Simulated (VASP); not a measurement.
Output of a VASP run:

OSZICAR:
```
       N       E                     dE             d eps       ncg     rms          rms(c)
DAV:   1     0.128568708633E+03    0.12857E+03   -0.85467E+03  2184   0.123E+03
DAV:   2    -0.944591399329E+01   -0.13801E+03   -0.13581E+03  2294   0.368E+02
DAV:   3    -0.156922531530E+02   -0.62463E+01   -0.61616E+01  2899   0.724E+01
DAV:   4    -0.157693819632E+02   -0.77129E-01   -0.76949E-01  2299   0.758E+00
DAV:   5    -0.157702745559E+02   -0.89259E-03   -0.89217E-03  2653   0.770E-01    0.183E+01
DAV:   6    -0.147896182303E+02    0.98066E+00   -0.17535E+01  2643   0.455E+01    0.671E+00
DAV:   7    -0.141733391041E+02    0.61628E+00   -0.48624E+00  2488   0.243E+01    0.471E+00
DAV:   8    -0.141314064191E+02    0.41933E-01   -0.35837E-01  2319   0.632E+00    0.583E-01
DAV:   9    -0.141285565168E+02    0.28499E-02   -0.12886E-02  2389   0.155E+00    0.214E-01
DAV:  10    -0.141284394462E+02    0.11707E-03   -0.13718E-03  2459   0.463E-01    0.596E-02
DAV:  11    -0.141284224393E+02    0.17007E-04   -0.12142E-04  2548   0.132E-01    0.184E-02
DAV:  12    -0.141284174265E+02    0.50128E-05   -0.82221E-06  2314   0.293E-02    0.426E-03
DAV:  13    -0.141284171645E+02    0.26203E-06   -0.11397E-06  2573   0.865E-03    0.998E-04
DAV:  14    -0.141284170911E+02    0.73390E-07   -0.28180E-08  1097   0.177E-03
   1 F= -.14128417E+02 E0= -.14128417E+02  d E =0.000000E+00
```

OUTCAR:
```
------------------------ aborting loop because EDIFF is reached ----------------------------------------
  FORCE on cell =-STRESS in cart. coord.  units (eV):
  Direction    XX          YY          ZZ          XY          YZ          ZX
  --------------------------------------------------------------------------------------
  Total       -0.0408099     -0.0408099     -0.0408099      0.0000000      0.0000000      0.0000000
  in kB       -2.3203114     -2.3203114     -2.3203114      0.0000000      0.0000000      0.0000000
  external PRESSURE =      -2.3203114 kB  Pullay stress =       0.0000000 kB
  volume of cell :       28.18
      direct lattice vectors                 reciprocal lattice vectors
     3.043056886  0.000000000  0.000000000     0.328616926  0.000000000  0.000000000
     0.000000000  3.043056886  0.000000000     0.000000000  0.328616926  0.000000000
     0.000000000  0.000000000  3.043056886     0.000000000  0.000000000  0.328616926
 POSITION                                       TOTAL-FORCE (eV/Angst)
 -----------------------------------------------------------------------------------
      0.00000      0.00000      0.00000         0.000000      0.000000      0.000000
      1.52153      1.52153      1.52153         0.000000      0.000000      0.000000
 -----------------------------------------------------------------------------------
    total drift:                                0.000000      0.000000      0.000000
  FREE ENERGIE OF THE ION-ELECTRON SYSTEM (eV)
  ---------------------------------------------------
  free  energy   TOTEN  =       -14.1284170911 eV

  energy  without entropy=      -14.1284170911  energy(sigma->0) =      -14.12841709

 total charge

# of ion       s       p       d       tot
------------------------------------------
    1        2.212   6.162   3.178  11.551
    2        1.454   2.355   0.125   3.934
--------------------------------------------------
tot          3.666   8.517   3.303  15.486
```
(Selected blocks of OUTCAR.)

**POSCAR**
```
VSe
1
    3.0430568858     0.0000000000     0.0000000000
   -0.0000000000     3.0430568858    -0.0000000000
    0.0000000000    -0.0000000000     3.0430568858
V Se
1 1
Direct
  0.0000000000   0.0000000000   0.0000000000
  0.5000000000   0.5000000000   0.5000000000
```

### Question
Reconstruct the remaining input files.

### Answer
This is not unique; one that fits is the input of the run itself, PBEsol GGA, plane waves, VASP's PBE PAW potentials (set 64).

INCAR:
```
# general
SYSTEM =VSe
PREC   =Accurate
ENCUT  =400
LREAL  =.FALSE.
LASPH  =.TRUE.

# electronic loop
EDIFF  =1E-7
NELM   =100
ALGO   =Normal
LMAXMIX=4

# smearing
ISMEAR =-5

# functional
GGA    =PS

# ions
ISIF   =2

# output
LWAVE  =.FALSE.
LCHARG =.TRUE.
LORBIT =11
NEDOS  =601
```

KPOINTS:
```
K-points
0
gamma
  13 13 13
```

POTCAR, in this order: V_sv Se (PBE.64 set). Program: vasp_std.

For a metal the tetrahedron method with Blöchl corrections gives inexact stress and forces.

The structure was generated: VSe was put into the CsCl type type (Pm-3m), which need not be its known phase. It was relaxed first, which changed the volume by -37 %. The run is not spin-polarised, so no magnetic state was tried. The electron count is odd and the run is not spin-polarised, which forces a metal.
